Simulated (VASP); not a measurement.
All values below come from SCAN meta-GGA, VASP's PBE PAW potentials (set 64) (plane waves; VASP).

The input files of a VASP run:

### KPOINTS_OPT
```
k-points along high-symmetry lines
6
Line-mode
Reciprocal
  0.000000   0.000000   0.000000 ! GAMMA
  0.500000   0.000000   0.000000 ! M

  0.500000   0.000000   0.000000 ! M
  0.333333   0.333333   0.000000 ! K

  0.333333   0.333333   0.000000 ! K
  0.000000   0.000000   0.000000 ! GAMMA

  0.000000   0.000000   0.000000 ! GAMMA
  0.000000   0.000000   0.500000 ! A

  0.000000   0.000000   0.500000 ! A
  0.500000   0.000000   0.500000 ! L

  0.500000   0.000000   0.500000 ! L
  0.333333   0.333333   0.500000 ! H

  0.333333   0.333333   0.500000 ! H
  0.000000   0.000000   0.500000 ! A

  0.500000   0.000000   0.500000 ! L
  0.500000   0.000000   0.000000 ! M

  0.333333   0.333333   0.500000 ! H
  0.333333   0.333333   0.000000 ! K
```

INCAR:
```
ALGO  =  Normal
EDIFF  =  1E-7
ENCUT  =  400
ISIF  =  2
ISMEAR  =  -5
LASPH  =  T
LCHARG  =  F
LMAXMIX  =  4
LMIXTAU  =  T
LORBIT  =  11
LREAL  =  F
LWAVE  =  F
METAGGA  =  SCAN
NEDOS  =  601
NELM  =  100
PREC  =  Accurate
SYSTEM  =  Ag
```

**KPOINTS**
```
Automatic
0
gamma
 16 16 9
0 0 0
```

### POSCAR
```
Ag
1
    2.8693644688     0.0000000000     0.0000000000
   -1.4346822344     2.4849421164    -0.0000000000
    0.0000000000    -0.0000000000     4.7593605844
Ag
2
Direct
  0.3333330000   0.6666670000   0.2500000000
  0.6666670000   0.3333330000   0.7500000000
```

POTCAR, in this order: Ag (PBE.64 set). Program: vasp_std.

Output

### OSZICAR
```
       N       E                     dE             d eps       ncg     rms          rms(c)
DAV:   1     0.424428232281E+02    0.42443E+02   -0.10570E+04  4508   0.122E+03
DAV:   2    -0.693723673591E+02   -0.11182E+03   -0.10800E+03  4668   0.269E+02
DAV:   3    -0.705808978706E+02   -0.12085E+01   -0.12070E+01  5599   0.345E+01
DAV:   4    -0.705839369897E+02   -0.30391E-02   -0.30392E-02  5277   0.159E+00
DAV:   5    -0.705839645008E+02   -0.27511E-04   -0.27506E-04  5711   0.156E-01    0.977E+00
DAV:   6    -0.636218958695E+02    0.69621E+01   -0.13591E+01  4556   0.460E+01    0.768E+00
DAV:   7    -0.627584419230E+02    0.86345E+00   -0.45535E-01  4815   0.862E+00    0.351E+00
DAV:   8    -0.628019360910E+02   -0.43494E-01   -0.27358E-01  4535   0.604E+00    0.134E+00
DAV:   9    -0.627297130900E+02    0.72223E-01   -0.11534E-01  4521   0.437E+00    0.517E-01
DAV:  10    -0.627007839010E+02    0.28929E-01   -0.14333E-02  5592   0.121E+00    0.516E-01
DAV:  11    -0.627399040611E+02   -0.39120E-01   -0.19832E-02  4661   0.162E+00    0.114E-01
DAV:  12    -0.627431099255E+02   -0.32059E-02   -0.13065E-03  5466   0.336E-01    0.106E-01
DAV:  13    -0.627435539031E+02   -0.44398E-03   -0.50438E-04  5494   0.232E-01    0.524E-02
DAV:  14    -0.627433958959E+02    0.15801E-03   -0.49089E-05  5508   0.707E-02    0.334E-02
DAV:  15    -0.627434483019E+02   -0.52406E-04   -0.71640E-05  4682   0.945E-02    0.757E-03
DAV:  16    -0.627434293964E+02    0.18905E-04   -0.10742E-05  4717   0.395E-02    0.435E-03
DAV:  17    -0.627434533116E+02   -0.23915E-04   -0.10654E-06  5137   0.103E-02    0.191E-03
DAV:  18    -0.627434500054E+02    0.33062E-05   -0.27426E-07  4423   0.555E-03    0.231E-03
DAV:  19    -0.627434496277E+02    0.37773E-06   -0.67131E-07  5130   0.802E-03    0.338E-04
DAV:  20    -0.627434496697E+02   -0.42003E-07   -0.17794E-07  4048   0.413E-03
   1 F= -.62743450E+02 E0= -.62743450E+02  d E =0.000000E+00
       N       E                     dE             ncg
```

File OUTCAR:
```
------------------------ aborting loop because EDIFF is reached ----------------------------------------
  FORCE on cell =-STRESS in cart. coord.  units (eV):
  Direction    XX          YY          ZZ          XY          YZ          ZX
  --------------------------------------------------------------------------------------
  Total        0.0930434      0.0930434     -0.1238463      0.0000000      0.0000000      0.0000000
  in kB        4.3928419      4.3928405     -5.8471318      0.0000000      0.0000000      0.0000000
  external PRESSURE =       0.9795169 kB  Pullay stress =       0.0000000 kB
  volume of cell :       33.94
      direct lattice vectors                 reciprocal lattice vectors
     2.869364469  0.000000000  0.000000000     0.348509229  0.201211930  0.000000000
    -1.434682234  2.484942116  0.000000000     0.000000000  0.402423861  0.000000000
     0.000000000  0.000000000  4.759360584     0.000000000  0.000000000  0.210112258
 POSITION                                       TOTAL-FORCE (eV/Angst)
 -----------------------------------------------------------------------------------
     -0.00000      1.65663      1.18984         0.000000     -0.000000      0.000000
      1.43468      0.82831      3.56952         0.000000      0.000000      0.000000
 -----------------------------------------------------------------------------------
    total drift:                               -0.000147      0.000085     -0.000014
  FREE ENERGIE OF THE ION-ELECTRON SYSTEM (eV)
  ---------------------------------------------------
  free  energy   TOTEN  =       -62.7434496697 eV

  energy  without entropy=      -62.7434496697  energy(sigma->0) =      -62.74344967

 total charge

# of ion       s       p       d       tot
------------------------------------------
    1        0.455   0.298   9.169   9.922
    2        0.455   0.298   9.169   9.922
--------------------------------------------------
tot          0.910   0.596  18.339  19.844
```
(Selected blocks of OUTCAR.)

For a metal the tetrahedron method with Blöchl corrections gives inexact stress and forces.

The structure comes from a measured Ag entry (P6_3/mmc) of the Crystallography Open Database, whose conditions weren't checked. It was relaxed first.
